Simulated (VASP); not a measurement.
OSZICAR of a VASP run on Na (bcc):

OSZICAR:
```
       N       E                     dE             d eps       ncg     rms          rms(c)
DAV:   1     0.183613546310E+02    0.18361E+02   -0.40395E+03  1456   0.911E+02
DAV:   2    -0.107161366318E+01   -0.19433E+02   -0.19421E+02  1568   0.135E+02
DAV:   3    -0.134724443189E+01   -0.27563E+00   -0.27563E+00  1785   0.226E+01
DAV:   4    -0.134896823095E+01   -0.17238E-02   -0.17238E-02  1834   0.162E+00
DAV:   5    -0.134898910578E+01   -0.20875E-04   -0.20875E-04  1799   0.148E-01    0.292E-01
DAV:   6    -0.134554355600E+01    0.34455E-02   -0.13130E-03  1785   0.663E-01    0.181E-01
DAV:   7    -0.134343205449E+01    0.21115E-02   -0.16712E-03  1785   0.639E-01    0.250E-02
DAV:   8    -0.134340884578E+01    0.23209E-04   -0.10773E-04  1582   0.241E-01    0.269E-03
DAV:   9    -0.134340908653E+01   -0.24075E-06   -0.54104E-07   959   0.121E-02
   1 F= 0.17895314E+00 E0= 0.17920095E+00  d E =0.178953E+00
       N       E                     dE             d eps       ncg     rms          rms(c)
DAV:   1    -0.172731890803E+01   -0.38391E+00   -0.13908E+01  1456   0.786E+01    0.458E+00
DAV:   2    -0.136546448690E+01    0.36185E+00   -0.47501E-01  1456   0.154E+01    0.232E+00
DAV:   3    -0.124378408808E+01    0.12168E+00   -0.16598E-01  1463   0.866E+00    0.288E-01
DAV:   4    -0.123526241757E+01    0.85217E-02   -0.48178E-03  1554   0.168E+00    0.212E-02
DAV:   5    -0.123499089736E+01    0.27152E-03   -0.48589E-04  1540   0.517E-01    0.106E-02
DAV:   6    -0.123498070070E+01    0.10197E-04   -0.39439E-06  1582   0.381E-02    0.563E-04
DAV:   7    -0.123498059360E+01    0.10710E-06   -0.27995E-07   735   0.119E-02
   2 F= 0.12587375E+00 E0= 0.12612625E+00  d E =-.530794E-01
       N       E                     dE             d eps       ncg     rms          rms(c)
DAV:   1    -0.124242477513E+01   -0.74441E-02   -0.16511E+00  1456   0.288E+01    0.150E+00
DAV:   2    -0.120290391193E+01    0.39521E-01   -0.47546E-02  1477   0.490E+00    0.767E-01
DAV:   3    -0.118915666794E+01    0.13747E-01   -0.19917E-02  1470   0.301E+00    0.806E-02
DAV:   4    -0.118823417125E+01    0.92250E-03   -0.74374E-04  1512   0.660E-01    0.799E-03
DAV:   5    -0.118821383615E+01    0.20335E-04   -0.17565E-05  1659   0.980E-02    0.365E-03
DAV:   6    -0.118821029858E+01    0.35376E-05   -0.32493E-06  1470   0.427E-02    0.163E-04
DAV:   7    -0.118821029727E+01    0.13035E-08   -0.12790E-08   735   0.222E-03
   3 F= 0.12248251E+00 E0= 0.12273644E+00  d E =-.564706E-01
```

**Question.** Which electronic solver shows in the log?

**Answer.** It is blocked Davidson (ALGO = Normal, or the opening steps of other solvers). The INCAR had ALGO = Normal.

**Question.** Can the final energy be trusted as converged?

**Answer.** The run converged. It stopped with EDIFF = 1E-6, NELM = 100, NSW = 40 and EDIFFG = -0.02 after 3 ionic steps (LDA (Ceperley-Alder, Perdew-Zunger), plane waves, VASP's LDA PAW potentials (set 64)). Energy and stress use the plane-wave basis of the starting cell.

The compound is Na in the bcc structure. This run relaxes it under an external pressure of 10 GPa. Symmetry was kept, so distortions that lower it aren't found.
